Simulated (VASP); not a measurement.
Method: LDA (Ceperley-Alder, Perdew-Zunger), VASP's LDA PAW potentials (set 64) (plane waves; VASP).

VASP ran on this input.

POSCAR:
```
PbTe
1
    0.0000000000     3.1915908008     3.1915908008
    3.1915908008     0.0000000000     3.1915908008
    3.1915908008     3.1915908008     0.0000000000
Te Pb
1 1
Direct
  0.5000000000   0.5000000000   0.5000000000
  0.0000000000   0.0000000000   0.0000000000
```

### INCAR
```
! general
SYSTEM =PbTe
PREC   =Accurate
ENCUT  =400
LREAL  =.FALSE.
LASPH  =.TRUE.

! electronic loop
EDIFF  =1E-8
NELM   =100
ALGO   =Normal
LMAXMIX=4

! smearing
ISMEAR =0
SIGMA  =0.05

! ions
IBRION =1
NSW    =30
ISIF   =2
EDIFFG =-0.001

! output
LWAVE  =.FALSE.
LCHARG =.FALSE.
```

KPOINTS:
```
Automatic mesh
0
gamma
7 7 7
0 0 0
```

POTCAR, in this order: Te Pb_d (LDA.64 set). Program: vasp_std.

### Question
Estimate the energy per atom (σ→0).

### Answer

energy per atom (σ→0): -4.388 eV/atom

OSZICAR:
```
...
DAV:   7    -0.877766020672E+01    0.73705E-02   -0.66269E-02   706   0.155E+00    0.911E-01
DAV:   8    -0.877699013343E+01    0.67007E-03   -0.75973E-03   674   0.984E-01    0.128E-01
DAV:   9    -0.877693997875E+01    0.50155E-04   -0.87380E-04   792   0.315E-01    0.324E-02
DAV:  10    -0.877693475720E+01    0.52216E-05   -0.56457E-05   644   0.671E-02    0.247E-02
DAV:  11    -0.877693502262E+01   -0.26542E-06   -0.19586E-05   728   0.328E-02    0.103E-02
DAV:  12    -0.877693505955E+01   -0.36928E-07   -0.14412E-06   632   0.984E-03    0.794E-03
DAV:  13    -0.877693506172E+01   -0.21703E-08   -0.40861E-08   662   0.150E-03
   1 F= -.87769351E+01 E0= -.87769351E+01  d E =-.877694E+01
```

The compound is PbTe in the rock salt structure. It was relaxed first. The start is the result of an earlier pass.
